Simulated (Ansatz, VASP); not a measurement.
# WC in two plane-wave programs

Aim: how closely do two programs agree when they are given the same cell, functional and k mesh? The cell is taken from a series of runs on this material, whose earlier steps may have relaxed, scaled, displaced or heated it; both programs get it as it stands.

Calculated with Ansatz 0.2.0; plane waves, with VASP 6.6.1 beside it; single point at PBEsol.

## (1) The starting structure

It takes space group P4/nmm (No. 129, tetragonal). Conventional cell: a = 3.073 Å, b = 3.073 Å, c = 4.346 Å, α = 90.00°, β = 90.00°, γ = 90.00°. Nearest to W lie 6 C at 2.17 to 2.18 Å. Nearest to C lie 6 W at 2.17 to 2.18 Å. Farther neighbours are not listed.

## (2) Ansatz: single point, PBEsol, pair 1

Ansatz runs on its PAW soft_1 files.

A single point gives forces, pressure and levels at one fixed geometry, so differences don't come from the geometry; what else differs is listed under the comparison.

Input file input.yaml:

```yaml
crystal:
  lattice:
    - [0.0, -2.1727831059, -2.1727831059]
    - [0.0, 2.1727831059, -2.1727831059]
    - [4.3455662117, 0.0, 0.0]
  atoms:
    - { symbol: W, position: [0.5, 0.5, 0.5079912301] }
    - { symbol: W, position: [0.0, 0.0, -0.0079912301] }
    - { symbol: C, position: [0.5, 0.5, 0.0092047844] }
    - { symbol: C, position: [0.0, 0.0, 0.4907952156] }
kpoints:
  mp_grid: { grid: [14, 14, 10] }
hamiltonian:
  xc: pbesol
  pseudopotentials: { kind: paw, azcp: { folder: soft_1 }, xc_functional: pbe }
scf:
  occupations: { method: methfessel_paxton, width: 0.2 }
output:
  forces: true
  stress: true
  eigenvalues: true
```

Run with:

```
> ansatz run input.yaml --threads 4 --pin off --max-ram 10240MiB --backend cpu --events-out ev --progress --plain --runs-dir out
```

Numbers of over 12 decimals in the logs are rounded to 6 here.

Log:

```text
Engine: ansatz 0.2.0, aarch64-unknown-linux-gnu
Pseudopotentials: kind: paw
Pseudopotential: W, paw, valence charge 14, recommended cutoff 420 eV (normal), soft_1/W.paw.azcp
Pseudopotential: C, paw, valence charge 4, recommended cutoff 420 eV (normal), soft_1/C.paw.azcp
Functional definition: PBEsol
  exchange = pbesol_x
  correlation = pbesol_c
Crystal: 4 atoms, lattice volume = 41.031 Å³
Basis set: ecut = 420 eV, 799 PW (Γ), exchange–correlation on 48×48×60 points (8 copies of the dense FFT grid, shifted against one another)
Bands: 22, of which v1, the nominal top of the filled ones, is band 18 counted from 1 (17 counted from 0)
Symmetry: 16 space group operations
Space group: P4/nmm (ITA 129), of the structure as read, at distance tolerance 3.4e-5 Å
k-points: 216 of 1960
Non-local potential: W, projectors of the file, l = 0: 3, l = 1: 2, l = 2: 2, l = 3: 1
Non-local potential: C, projectors of the file, l = 0: 2, l = 1: 2, l = 2: 1
PAW form: soft (Blöchl's): semilocal exchange-correlation on the pseudo side does not see the compensation charge
PAW frozen core: W, regenerated for the run's functional, and the local potential with it (the file was generated under x = pbe(κ = 0.804, μ = 0.219515), c = pbe(β = 0.066725))
PAW frozen core: C, regenerated for the run's functional, and the local potential with it (the file was generated under x = pbe(κ = 0.804, μ = 0.219515), c = pbe(β = 0.066725))
PAW one-centre angular grid: W, 590 points (default); XC on 64 Gauss nodes
PAW one-centre angular grid: C, 110 points (default); XC on 64 Gauss nodes
Initial density: superposition of atomic densities (chi_scale 0.1, normalization cell, long waves kept (reshape's long-wave potential 0.00 eV rms))
Initial wavefunctions: pseudopotential atomic-orbital guess
Functional: x = pbesol(κ = 0.804, μ = 0.123457), c = pbesol(β = 0.046)
SCF iter   1: F=—  HF=-21010.690911 eV  |F-HF|=—  |Δ(HF+E_count)|=         —  Δρ=1.44e-1  dr2=1.17e1  ethr=3.10e-3  ⟨swp⟩=5.0  Hψ=43820  notcnv=0
automatic band count: the SCF goes on with 26 bands, as 22 were too few: the levels above may hold too much charge
preconditioner: auto → Kerker (q_TF=auto, 2.669 Å⁻¹)  [metal: Δε(μ)=0.017 eV  Ē_g=10.831 eV  σ=0.200 eV  W_gap=0.07  n_scr=14 (ndim 8)  ℏωp=25.9 eV  f_vac=0.000  D(μ)=1.69/eV (n_scr^D=14)]
SCF iter   2: F=—  HF=-21008.611199 eV  |F-HF|=—  |Δ(HF+E_count)|=    2.08e0  S|Δr|=    0.00e0  Δρ=7.89e-2  dr2=3.58e0  ethr=3.10e-3  ⟨swp⟩=2.1  Hψ=10241  notcnv=0  defer=450
SCF iter   3: F=—  HF=-21007.702038 eV  |F-HF|=—  |Δ(HF+E_count)|=   9.09e-1  S|Δr|=    0.00e0  Δρ=8.67e-3  dr2=1.28e-2  ethr=3.10e-3  ⟨swp⟩=2.0  Hψ=8642  notcnv=0  defer=450
SCF iter   4: F=—  HF=-21007.702206 eV  |F-HF|=—  |Δ(HF+E_count)|=   1.67e-4  S|Δr|=    0.00e0  Δρ=2.20e-3  dr2=2.14e-3  ethr=3.55e-5  ⟨swp⟩=2.6  Hψ=9824  notcnv=0  defer=405
SCF iter   5: F=—  HF=-21007.701753 eV  |F-HF|=—  |Δ(HF+E_count)|=   4.53e-4  S|Δr|=    0.00e0  Δρ=1.24e-4  dr2=5.17e-6  ethr=5.94e-6  ⟨swp⟩=2.1  Hψ=7101  notcnv=0  defer=405
SCF iter   6: F=—  HF=-21007.701748 eV  |F-HF|=—  |Δ(HF+E_count)|=   5.19e-6  S|Δr|=    0.00e0  Δρ=3.23e-5  dr2=4.02e-7  ethr=1.44e-8  ⟨swp⟩=2.6  Hψ=8930  notcnv=0  defer=405
SCF iter   7: F=-21007.701748 eV  HF=-21007.701748 eV  |F-HF|=6.70e-9  |Δ(HF+E_count)|=   8.11e-8  S|Δr|=    0.00e0  Δρ=5.10e-6  dr2=1.14e-8  ethr=2.78e-10  ⟨swp⟩=9.2  Hψ=22232  notcnv=0
SCF 1 converged in 7 iterations: F = -21007.701748 eV  dr2 = 1.14e-8
  greatest PAW one-centre occupation: 0.999 electrons in one spin orbital (limit 2), on the W atom at site 1 (counted from 0), in its partial waves of l = 0
SCF converged after 7 iterations
Stability not checked: this state was not tested for a lower state beside it, because cold or Methfessel-Paxton smearing, or corrected tetrahedra, fill the levels in a way that the test cannot read (fill_not_monotonic; see scf.lower_state_search)
Free energy (F): -21007.701748 eV
Harris-Foulkes:  -21007.701748 eV  (|F-HF|=6.70e-9)
Internal energy: -21007.699988 eV  (E = F + TS)
E sigma→0 (E₀):  -21007.701308 eV
Entropy (-TS):   -0.001760 eV (-0.440 meV/atom)
Fermi energy:    22.105695 eV
--- Per-component energies (eV) ---
  E_band       = -111.463986
  E_kinetic    = 1021.778871
  E_local      = -1158.692178  (includes V_loc(G=0)·N_el)
  E_nonlocal   = 0.820410
  E_hartree    = 474.509262
  E_xc         = -627.777942
  E_vxc        = -581.268227  (∫ρ·V_xc dr)
  E_paw        = -17093.953589  (= ΣΔE_a)
  E_vpaw       = -343.119688  (= ΣTr[D̂ρ^β])
  E_aug_tail   = 0.000318  (compensation charges beyond the density's cutoff)
  E_ewald      = -3624.871056
  E_core_change = 0.485916  (= ΣΔE_core)
  E_smearing   = -0.001760  (= −TS)
  E_closure    = 0.000000  (closes the sum)
  Σ components = -21007.701748   (vs F -21007.701748, Δ=0.00e0)
--- Forces (eV/Å), atoms counted from 1 ---
  atom   1  W      0.51606062    -0.00000000    -0.00000000
  atom   2  W     -0.51606062     0.00000000     0.00000000
  atom   3  C     -0.01687195     0.00000000     0.00000000
  atom   4  C      0.01687195    -0.00000000    -0.00000000
  max |Σ_I F_I| component: 5.20e-18 eV/Å
--- Stress (GPa, compression-positive) ---
        2.745928       0.000000      -0.000000
        0.000000      -1.505122      -0.000000
       -0.000000      -0.000000      -1.505122
  P = ⅓ Tr σ = -0.0881 GPa (-0.881 kbar)
--- Band table (eV; the first three rows and the last of 216) ---
  k-point 0: bands = [... 14 lower, 19.2944, 19.7447, 19.7447, 21.0699, 21.0699, 21.0895, 21.1474, 21.2115, ... 4 higher]
  k-point 1: bands = [... 14 lower, 19.1827, 19.5537, 19.6494, 19.6494, 21.1863, 21.3261, 21.3261, 22.7423, ... 4 higher]
  k-point 2: bands = [... 14 lower, 18.8262, 18.8766, 19.4246, 19.4246, 21.3005, 21.9255, 21.9255, 22.8532, ... 4 higher]
  k-point 215: bands = [... 14 lower, 16.1764, 16.1764, 22.1058, 22.1058, 23.2745, 23.2745, 24.5505, 24.5505, ... 4 higher]
```

The run ends at a pressure of -0.09 GPa, with forces up to 0.52 eV/Å.

## (3) VASP: single point, PBEsol, pair 1

The same cell, functional, mesh and smearing now go to VASP, with its own data sets.

Lines of VASP's logs that name or quote its potential files are left out, and so is its time.

Input file INCAR:

```
SYSTEM = WC
PREC = Accurate
ENCUT = 600
EDIFF = 1E-06
NELM = 120
ISMEAR = 1
SIGMA = 0.2
LREAL = .FALSE.
ALGO = Normal
GGA = PS
NBANDS = 16
LASPH = .TRUE.
LORBIT = 11
LWAVE = .FALSE.
LCHARG = .FALSE.
ISIF = 2
GGA_COMPAT = .FALSE.
KPAR = 2
```

Input file POSCAR:

```
WC
1.0
    0.0000000000     -2.1727831059     -2.1727831059
    0.0000000000      2.1727831059     -2.1727831059
    4.3455662117      0.0000000000      0.0000000000
W C
2 2
Direct
    0.5000000000      0.5000000000      0.5079912301
    1.0000000000      0.0000000000      0.9920087699
    0.5000000000      0.5000000000      0.0092047844
    1.0000000000      0.0000000000      0.4907952156
```

Input file KPOINTS:

```
Automatic mesh
0
Gamma
14 14 10
0 0 0
```

The projector-augmented-wave data sets are W and C (PBE family, release 64).

Run with:

```
> mpirun -np 2 vasp_std
```

Log:

```text
[banner, memory and clock lines left out]
running    2 mpi-ranks, on    1 nodes
 distrk:  each k-point on    1 cores,    2 groups
 distr:  one band on    1 cores,    1 groups

 POSCAR found type information on POSCAR W C
 POSCAR found :  2 types and       4 ions
|                                                                             |
|               ----> ADVICE to this user running VASP <----                  |
|                                                                             |
|     You enforced a specific xc type in the INCAR file but a different       |
|     [... a line on the potential file left out ...]
|     I HOPE YOU KNOW WHAT YOU ARE DOING!                                     |
|                                                                             |

 LDA part: xc-table for (Slater+PW92), standard interpolation
 POSCAR, INCAR and KPOINTS ok, starting setup
 FFT: planning ... GRIDC
 FFT: planning ... GRID_SOFT
 FFT: planning ... GRID
 WAVECAR not read
 entering main loop
       N       E                     dE             d eps       ncg     rms          rms(c)
DAV:   1     0.840442429661E+02    0.84044E+02   -0.10543E+04  6912   0.130E+03
DAV:   2    -0.446381475720E+02   -0.12868E+03   -0.12421E+03  8856   0.316E+02
DAV:   3    -0.527047234428E+02   -0.80666E+01   -0.78188E+01  9920   0.627E+01
DAV:   4    -0.528475161703E+02   -0.14279E+00   -0.14253E+00  7832   0.989E+00
DAV:   5    -0.528501809551E+02   -0.26648E-02   -0.26641E-02  9784   0.115E+00    0.491E+01
DAV:   6    -0.463934964716E+02    0.64567E+01   -0.30130E+01  8760   0.332E+01    0.167E+01
DAV:   7    -0.462024822119E+02    0.19101E+00   -0.14002E+00  7816   0.902E+00    0.113E+01
DAV:   8    -0.461390388031E+02    0.63443E-01   -0.18936E-01  8288   0.311E+00    0.197E+00
DAV:   9    -0.461318004751E+02    0.72383E-02   -0.35576E-02  8368   0.109E+00    0.495E-01
DAV:  10    -0.461312624543E+02    0.53802E-03   -0.23048E-03  8928   0.402E-01    0.141E-01
DAV:  11    -0.461312451177E+02    0.17337E-04   -0.13339E-04  9312   0.842E-02    0.130E-02
DAV:  12    -0.461312406507E+02    0.44670E-05   -0.52041E-06  8408   0.197E-02    0.375E-03
DAV:  13    -0.461312393715E+02    0.12792E-05   -0.11719E-06  5208   0.655E-03    0.589E-03
DAV:  14    -0.461312394751E+02   -0.10362E-06   -0.20378E-07  4280   0.540E-03
   1 F= -.46131239E+02 E0= -.46130483E+02  d E =-.227085E-02
```

OUTCAR, selected parts (step 3):

```text
ion  position               nearest neighbor table
   1  0.500  0.500  0.508-   3 2.17   4 2.17   4 2.17   4 2.17   4 2.17   3 2.18   2 3.02   2 3.02
                             2 3.02   2 3.02   2 3.12   2 3.12   2 3.12   2 3.12
   2  0.000  0.000  0.992-   4 2.17   3 2.17   3 2.17   3 2.17   3 2.17   4 2.18   1 3.02   1 3.02
                             1 3.02   1 3.02   1 3.12   1 3.12   1 3.12   1 3.12
   3  0.500  0.500  0.009-   1 2.17   2 2.17   2 2.17   2 2.17   2 2.17   1 2.18
   4  0.000  0.000  0.491-   2 2.17   1 2.17   1 2.17   1 2.17   1 2.17   2 2.18

  LATTYP: Found a simple tetragonal cell.
 ALAT       =     3.0727793365
 C/A-ratio  =     1.4142135623

 Subroutine GETGRP returns: Found 16 space group operations
 (whereof  8 operations were pure point group operations)

The static configuration has the point symmetry C_4v.
 The point group associated with its full space group is D_4h.

 Found    216 irreducible k-points:

   k-points           NKPTS =    216   k-points in BZ     NKDIM =    216   number of bands    NBANDS=     16

   dimension x,y,z NGX =    28 NGY =   28 NGZ =   36
   dimension x,y,z NGXF=    56 NGYF=   56 NGZF=   72

   ENCUT  =  600.0 eV  44.10 Ry    6.64 a.u.   6.14  6.14  8.68*2*pi/ulx,y,z

   NELECT =      20.0000    total number of electrons

 k-points in reciprocal lattice and weights: Automatic mesh
   0.00000000  0.00000000  0.00000000       0.001
   0.07142857  0.00000000  0.00000000       0.002
   0.14285714  0.00000000  0.00000000       0.002
   0.21428571  0.00000000  0.00000000       0.002
   0.28571429  0.00000000  0.00000000       0.002
   0.35714286  0.00000000  0.00000000       0.002
   0.42857143  0.00000000  0.00000000       0.002
   0.50000000  0.00000000  0.00000000       0.001
   0.07142857  0.07142857  0.00000000       0.002
[...]
0.50000000  0.42857143  0.50000000       0.002
   0.50000000  0.50000000  0.50000000       0.001

 average (electrostatic) potential at core
       1 -36.8102       2 -36.8102       3 -46.0070       4 -46.0070

 E-fermi :   9.8294

 k-point     1 :       0.0000    0.0000    0.0000
  band No.  band energies     occupation
    ...
     10       8.8402      2.00000
     11       8.8702      2.00000
     12       8.8702      2.00000
     13       8.8911      2.00000
     14       8.9047      2.00000
     15      10.7484     -0.00000
     16      12.2564     -0.00000

 k-point     2 :       0.0714    0.0000    0.0000
  band No.  band energies     occupation
    ...
      9       7.4251      2.00000
     10       7.5214      2.00000
     11       8.2697      2.00000
     12       9.1284      2.00001
     13       9.7155      1.81156
     14      10.3353     -0.00203
     15      11.3292     -0.00000
     16      12.1844     -0.00000

 k-point     3 :       0.1429    0.0000    0.0000
  band No.  band energies     occupation
    ...
      8       6.3602      2.00000
      9       7.2146      2.00000
     10       7.4523      2.00000
     11       8.3046      2.00000
     12       9.6110      2.06445
     13      10.4820     -0.00004
     14      11.7858     -0.00000
     15      12.1144     -0.00000
     16      12.4155     -0.00000

  Total        0.7449240     -0.3440228     -0.3440228      0.0000000      0.0000000     -0.0000000
  in kB       29.0879724    -13.4334867    -13.4334867      0.0000000      0.0000000     -0.0000000
  external PRESSURE =       0.7403330 kB  Pullay stress =       0.0000000 kB

  energy-cutoff  :      600.00
  volume of cell :       41.03
      direct lattice vectors                 reciprocal lattice vectors
     0.000000000 -2.172783106 -2.172783106     0.000000000 -0.230119610 -0.230119610
     0.000000000  2.172783106 -2.172783106     0.000000000  0.230119610 -0.230119610
     4.345566212  0.000000000  0.000000000     0.230119610  0.000000000  0.000000000

 POSITION                                       TOTAL-FORCE (eV/Angst)
 -----------------------------------------------------------------------------------
      2.20751      0.00000     -2.17278         0.539566     -0.000000     -0.000000
      4.31084      0.00000      0.00000        -0.539566      0.000000      0.000000
      0.04000      0.00000     -2.17278        -0.018636     -0.000000     -0.000000
      2.13278      0.00000      0.00000         0.018636      0.000000      0.000000
 -----------------------------------------------------------------------------------
    total drift:                                0.000000      0.000000     -0.000000

  FREE ENERGIE OF THE ION-ELECTRON SYSTEM (eV)
  ---------------------------------------------------
  free  energy   TOTEN  =       -46.1312394751 eV

  energy  without entropy=      -46.1289686236  energy(sigma->0) =      -46.13048252

 total charge
# of ion       s       p       d       tot
------------------------------------------
    1        0.572   0.808   4.384   5.765
    2        0.572   0.808   4.384   5.765
    3        0.854   1.587   0.000   2.441
    4        0.854   1.587   0.000   2.441
--------------------------------------------------
tot          2.852   4.790   8.769  16.411

[... 3 further parts left out ...]
```

The run ends at a pressure of 0.07 GPa, with forces up to 0.54 eV/Å.

## (4) Comparison

Known differences besides the potentials themselves: the data sets hold 36 valence electrons in Ansatz (on its PAW soft_1 files) and 20 in VASP; the cutoff is 420 eV in Ansatz and 600 eV in VASP; Ansatz makes its cores anew for this functional, VASP keeps those of its PBE data sets. Total energies have different zeros and are not compared.

Compared:

```
      quantity  Ansatz  VASP  difference
pressure (GPa)   -0.09  0.07       -0.16
```

Forces (eV/Å; atoms numbered as in POSCAR):

```
atom        Ansatz x, y, z          VASP x, y, z
  W1   0.516, 0.000, 0.000   0.540, 0.000, 0.000
  W2  -0.516, 0.000, 0.000  -0.540, 0.000, 0.000
  C3  -0.017, 0.000, 0.000  -0.019, 0.000, 0.000
  C4   0.017, 0.000, 0.000   0.019, 0.000, 0.000
```

The forces differ by 9.6 meV/Å r.m.s., which is 4.4 % of the r.m.s. force of 0.220 eV/Å (both taken over all components).

## (5) VASP: single point, PBEsol, pair 2

A single point gives forces, pressure and levels at one fixed geometry, so differences don't come from the geometry; what else differs is listed under the comparison.

INCAR is that of step 3.

Input file POSCAR:

```
WC
1.0
    0.0000000000     -2.1727831059     -2.1727831059
    0.0000000000      2.1727831059     -2.1727831059
    4.3455662117      0.0000000000      0.0000000000
W C
2 2
Direct
    0.5000000000      0.5000000000      0.5159824603
    1.0000000000      0.0000000000      0.9840175397
    0.5000000000      0.5000000000      0.0184095688
    1.0000000000      0.0000000000      0.4815904312
```

KPOINTS is that of step 3.

Run with:

```
> mpirun -np 2 vasp_std
```

Log:

```text
[banner, memory and clock lines left out]
running    2 mpi-ranks, on    1 nodes
[...]
[... a notice as in an earlier step ...]

 LDA part: xc-table for (Slater+PW92), standard interpolation
 POSCAR, INCAR and KPOINTS ok, starting setup
[...]
entering main loop
       N       E                     dE             d eps       ncg     rms          rms(c)
DAV:   1     0.840060514049E+02    0.84006E+02   -0.10541E+04  6912   0.130E+03
DAV:   2    -0.446886236546E+02   -0.12869E+03   -0.12421E+03  8816   0.317E+02
DAV:   3    -0.527094168407E+02   -0.80208E+01   -0.77940E+01  9960   0.628E+01
DAV:   4    -0.528510991920E+02   -0.14168E+00   -0.14145E+00  7808   0.989E+00
[...]
DAV:  12    -0.461638288718E+02    0.32101E-05   -0.10788E-05  8544   0.279E-02    0.692E-03
DAV:  13    -0.461638278120E+02    0.10598E-05   -0.16828E-06  5552   0.785E-03    0.694E-03
DAV:  14    -0.461638279520E+02   -0.13997E-06   -0.25013E-07  4400   0.582E-03
   1 F= -.46163828E+02 E0= -.46162950E+02  d E =-.263364E-02
```

From OUTCAR (step 5):

```text
  Total        1.8072342     -0.9411365     -0.9411365      0.0000000      0.0000000      0.0000000
  in kB       70.5693141    -36.7497238    -36.7497238      0.0000000      0.0000000      0.0000000
  external PRESSURE =      -0.9767112 kB  Pullay stress =       0.0000000 kB

 POSITION                                       TOTAL-FORCE (eV/Angst)
 -----------------------------------------------------------------------------------
      2.24224      0.00000     -2.17278         0.558032     -0.000000     -0.000000
      4.27611      0.00000      0.00000        -0.558032      0.000000      0.000000
      0.08000      0.00000     -2.17278        -0.211344     -0.000000     -0.000000
      2.09278      0.00000      0.00000         0.211344      0.000000      0.000000
 -----------------------------------------------------------------------------------
    total drift:                                0.000000      0.000000     -0.000000

  FREE ENERGIE OF THE ION-ELECTRON SYSTEM (eV)
  ---------------------------------------------------
  free  energy   TOTEN  =       -46.1638279520 eV

  energy  without entropy=      -46.1611943128  energy(sigma->0) =      -46.16295007

[... 2 parts as in an earlier step ...]

[... 1 further part left out ...]
[key lines of the parts left out:]
E-fermi :   9.7576
```

The run ends at a pressure of -0.10 GPa, with forces up to 0.56 eV/Å.

[end of part 1 of 2]

[Lines on the potential files, build, host, timing and source positions are cut from VASP's logs without a mark.]

[Logs are printed without paths, hosts, clocks, repeated set-up lines and the standing remarks that a program may print on its own settings, such as how far it seeks lower states.]

[Hosts, paths, dates, database ids (printed as entryN), source tags and the programs' standing remarks are cut or masked in the printed files.]
